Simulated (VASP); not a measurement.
Calculation: PBEsol GGA, VASP's PBE PAW potentials (set 64) (plane waves; VASP 6.6.1).

VASP input:

**INCAR**
```
! general
SYSTEM   =  Rh
PREC     =  Normal
ENCUT    =  400   ! plane-wave cut-off (eV)
LREAL    =  .FALSE.   ! projection in real space or not
LASPH    =  .TRUE.   ! aspherical one-centre terms

! electronic loop
EDIFF    =  1E-5
NELM     =  100
NELMIN   =  4
ALGO     =  Fast
LMAXMIX  =  4   ! l cut-off of mixed one-centre charges

! smearing
ISMEAR   =  1   ! Methfessel-Paxton
SIGMA    =  0.1   ! width (eV)

! functional
GGA      =  PS   ! PBEsol

! ions
IBRION   =  2   ! conjugate gradients
NSW      =  20
ISIF     =  2   ! forces and stress, cell fixed
EDIFFG   =  -0.03

! output
LWAVE    =  .FALSE.
LCHARG   =  .FALSE.
```

**KPOINTS**
```
Automatic mesh
0
G
18 18 18
0 0 0
```

File POSCAR:
```
Rh
1
    0.0000000000     1.8899003484     1.8899003484
    1.8899003484     0.0000000000     1.8899003484
    1.8899003484     1.8899003484     0.0000000000
Rh
1
Direct
  0.0000000000   0.0000000000   0.0000000000
```

POTCAR, in this order: Rh_pv (PBE.64 set). Program: vasp_std.

The resulting files:

File OSZICAR:
```
       N       E                     dE             d eps       ncg     rms          rms(c)
DAV:   1     0.933162590839E+02    0.93316E+02   -0.81277E+03  4344   0.120E+03
DAV:   2    -0.757927506878E+01   -0.10090E+03   -0.96656E+02  4445   0.343E+02
DAV:   3    -0.876398679800E+01   -0.11847E+01   -0.11805E+01  4983   0.425E+01
DAV:   4    -0.877086293235E+01   -0.68761E-02   -0.68756E-02  4693   0.332E+00
DAV:   5    -0.877096717478E+01   -0.10424E-03   -0.10424E-03  4844   0.378E-01    0.115E+01
RMM:   6    -0.816401228995E+01    0.60695E+00   -0.13552E+00  4290   0.138E+01    0.373E+00
RMM:   7    -0.814243263927E+01    0.21580E-01   -0.70756E-02  4290   0.292E+00    0.162E+00
RMM:   8    -0.813842384430E+01    0.40088E-02   -0.15898E-02  4290   0.172E+00    0.358E-01
RMM:   9    -0.813738228303E+01    0.10416E-02   -0.25739E-03  4290   0.650E-01    0.189E-02
RMM:  10    -0.813739669138E+01   -0.14408E-04   -0.21805E-04  4296   0.205E-01    0.183E-02
RMM:  11    -0.813739518520E+01    0.15062E-05   -0.47373E-05  3924   0.101E-01
   1 F= -.81373952E+01 E0= -.81373627E+01  d E =-.813740E+01
```

### OUTCAR
```
------------------------ aborting loop because EDIFF is reached ----------------------------------------
  FORCE on cell =-STRESS in cart. coord.  units (eV):
  Direction    XX          YY          ZZ          XY          YZ          ZX
  --------------------------------------------------------------------------------------
  Total       -0.1305337     -0.1305337     -0.1305337      0.0000000      0.0000000      0.0000000
  in kB      -15.4912577    -15.4912577    -15.4912577      0.0000000      0.0000000      0.0000000
  external PRESSURE =     -15.4912577 kB  Pullay stress =       0.0000000 kB
  volume of cell :       13.50
      direct lattice vectors                 reciprocal lattice vectors
     0.000000000  1.889900348  1.889900348    -0.264564214  0.264564214  0.264564214
     1.889900348  0.000000000  1.889900348     0.264564214 -0.264564214  0.264564214
     1.889900348  1.889900348  0.000000000     0.264564214  0.264564214 -0.264564214
 POSITION                                       TOTAL-FORCE (eV/Angst)
 -----------------------------------------------------------------------------------
      0.00000      0.00000      0.00000         0.000000      0.000000      0.000000
 -----------------------------------------------------------------------------------
    total drift:                               -0.000000     -0.000000     -0.000000
  FREE ENERGIE OF THE ION-ELECTRON SYSTEM (eV)
  ---------------------------------------------------
  free  energy   TOTEN  =        -8.1373951852 eV

  energy  without entropy=       -8.1372977229  energy(sigma->0) =       -8.13736270

 reached required accuracy - stopping structural energy minimisation
```
(Selected blocks of OUTCAR.)

The compound is Rh in the fcc structure. It was relaxed first.
